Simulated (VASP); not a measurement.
The input files of a VASP run:

**INCAR**
```
SYSTEM = Ho
PREC = Accurate
ENCUT = 400
EDIFF = 1E-6
NELM = 100
ALGO = Normal
LREAL = .FALSE.
LASPH = .TRUE.
ISMEAR = 1
SIGMA = 0.1
GGA = PE
LMAXMIX = 6
LWAVE = .FALSE.
LCHARG = .FALSE.
ISIF = 2
```

File KPOINTS:
```
Automatic mesh
0
Gamma
3 3 2
0 0 0
```

**POSCAR**
```
Ho
1
    3.3825630000    -5.8587710787     0.0000000000
    3.3825630000     5.8587710787     0.0000000000
    0.0000000000     0.0000000000    10.6201140000
Ho
2
Direct
  0.3333330000   0.6666670000   0.2500000000
  0.6666670000   0.3333330000   0.7500000000
```

POTCAR, in this order: Ho_3 (PBE.64 set). Program: vasp_std.

Question: Does this input run properly? What does VASP do?

Answer: There is a fault: the lattice was typed in bohr, and VASP reads ångström. The run ends without an error. Against the sound run, the energy per atom (σ→0) goes up by 4.221 eV/atom; the pressure decreases by 0.72 GPa; the volume goes up by 570 %.

### standard output
```
 POSCAR found type information on POSCAR Ho
 POSCAR found :  1 types and       2 ions
 Reading from existing POTCAR
 Reading from existing POTCAR
 LDA part: xc-table for (Slater+PW92), standard interpolation
 POSCAR, INCAR and KPOINTS ok, starting setup
 WAVECAR not read
 entering main loop
       N       E                     dE             d eps       ncg     rms          rms(c)
DAV:   1     0.290466402113E+02    0.29047E+02   -0.71131E+03   228   0.775E+02
DAV:   2     0.135397616321E+01   -0.27693E+02   -0.27424E+02   249   0.231E+02
DAV:   3    -0.346811127966E+00   -0.17008E+01   -0.16821E+01   248   0.293E+01
DAV:   4    -0.563995333458E+00   -0.21718E+00   -0.20656E+00   267   0.964E+00
DAV:   5    -0.614528006548E+00   -0.50533E-01   -0.48024E-01   296   0.277E+00    0.274E+00
DAV:   6    -0.554628215134E+00    0.59900E-01   -0.58621E-01   216   0.239E+00    0.499E-01
DAV:   7    -0.567948375746E+00   -0.13320E-01   -0.16457E-01   272   0.179E+00    0.234E-01
DAV:   8    -0.577126746955E+00   -0.91784E-02   -0.83083E-02   214   0.701E-01    0.148E-01
DAV:   9    -0.585224650537E+00   -0.80979E-02   -0.54477E-02   232   0.645E-01    0.872E-02
DAV:  10    -0.588717495120E+00   -0.34928E-02   -0.32462E-02   216   0.404E-01    0.950E-02
DAV:  11    -0.590955803327E+00   -0.22383E-02   -0.20691E-02   280   0.231E-01    0.557E-02
DAV:  12    -0.592396223985E+00   -0.14404E-02   -0.12893E-02   227   0.190E-01    0.333E-02
DAV:  13    -0.593621790082E+00   -0.12256E-02   -0.11785E-02   248   0.159E-01    0.294E-02
DAV:  14    -0.594243464353E+00   -0.62167E-03   -0.61746E-03   222   0.138E-01    0.245E-02
DAV:  15    -0.594590623673E+00   -0.34716E-03   -0.33212E-03   232   0.127E-01    0.155E-02
DAV:  16    -0.594741587556E+00   -0.15096E-03   -0.15920E-03   214   0.796E-02    0.756E-03
DAV:  17    -0.594973940291E+00   -0.23235E-03   -0.22897E-03   248   0.749E-02    0.139E-02
DAV:  18    -0.595122277502E+00   -0.14834E-03   -0.14528E-03   168   0.591E-02    0.140E-02
DAV:  19    -0.595198746777E+00   -0.76469E-04   -0.74153E-04   158   0.436E-02    0.192E-02
DAV:  20    -0.595246400391E+00   -0.47654E-04   -0.44850E-04   153   0.463E-02    0.168E-02
DAV:  21    -0.595276589825E+00   -0.30189E-04   -0.27415E-04   168   0.569E-02    0.139E-02
DAV:  22    -0.595287429134E+00   -0.10839E-04   -0.12696E-04   174   0.390E-02    0.984E-03
DAV:  23    -0.595291918947E+00   -0.44898E-05   -0.38530E-05   158   0.295E-02    0.110E-02
DAV:  24    -0.595292611666E+00   -0.69272E-06   -0.49397E-06   168   0.235E-02

 -----------------------------------------------------------------------------
|                                                                             |
|               ----> ADVICE to this user running VASP <----                  |
|                                                                             |
|     Your highest band is occupied at some k-points! Unless you are          |
|     performing a calculation for an insulator or semiconductor, without     |
|     unoccupied bands, you have included TOO FEW BANDS!! Please increase     |
|     the parameter NBANDS in file INCAR to ensure that the highest band      |
|     is unoccupied at all k-points. It is always recommended to include      |
|     a few unoccupied bands to accelerate the convergence of                 |
|     molecular-dynamics runs (even for insulators or semiconductors),        |
|     since the presence of unoccupied bands improves wavefunction            |
|     prediction and helps to suppress 'band-crossings'.                      |
|                                                                             |
 -----------------------------------------------------------------------------

   1 F= -.59529261E+00 E0= -.58319183E+00  d E =-.363023E-01
```

### OUTCAR
```
------------------------ aborting loop because EDIFF is reached ----------------------------------------
  FORCE on cell =-STRESS in cart. coord.  units (eV):
  Direction    XX          YY          ZZ          XY          YZ          ZX
  --------------------------------------------------------------------------------------
  Total       -1.2836665     -1.2836666     -1.4796139      0.0000000      0.0000000      0.0000000
  in kB       -4.8859746     -4.8859748     -5.6318020      0.0000000      0.0000000      0.0000000
  external PRESSURE =      -5.1345838 kB  Pullay stress =       0.0000000 kB
  volume of cell :      420.93
      direct lattice vectors                 reciprocal lattice vectors
     3.382563000 -5.858771079  0.000000000     0.147816907 -0.085342129  0.000000000
     3.382563000  5.858771079  0.000000000     0.147816907  0.085342129  0.000000000
     0.000000000  0.000000000 10.620114000     0.000000000  0.000000000  0.094160948
 POSITION                                       TOTAL-FORCE (eV/Angst)
 -----------------------------------------------------------------------------------
      3.38256      1.95293      2.65503         0.000000     -0.000000      0.000000
      3.38256     -1.95293      7.96509        -0.000000      0.000000      0.000000
 -----------------------------------------------------------------------------------
    total drift:                               -0.000000      0.000227     -0.000003
  FREE ENERGIE OF THE ION-ELECTRON SYSTEM (eV)
  ---------------------------------------------------
  free  energy   TOTEN  =        -0.5952926117 eV

  energy  without entropy=       -0.5589902738  energy(sigma->0) =       -0.58319183
```
(Selected blocks of OUTCAR.)

To mend it, correct POSCAR, correct KPOINTS.
POSCAR:
```
Ho
1
    1.7900000000    -3.1003710000     0.0000000000
    1.7900000000     3.1003710000     0.0000000000
    0.0000000000     0.0000000000     5.6200000000
Ho
2
Direct
  0.3333330000   0.6666670000   0.2500000000
  0.6666670000   0.3333330000   0.7500000000
```
**KPOINTS**
```
Automatic mesh
0
Gamma
9 9 5
0 0 0
```
The mended run (PBE GGA, plane waves, VASP's PBE PAW potentials (set 64)) converges, and its OSZICAR ends with
```
   1 F= -.90247287E+01 E0= -.90252017E+01  d E =0.141903E-02
```

The compound is Ho in the hcp structure. The cell was not relaxed at this level. VASP warned that the highest band is occupied, so more bands are needed. The 4f electrons are frozen in the core of the lanthanide potential, so 4f levels, which can set the real gap, and their magnetism are missing.
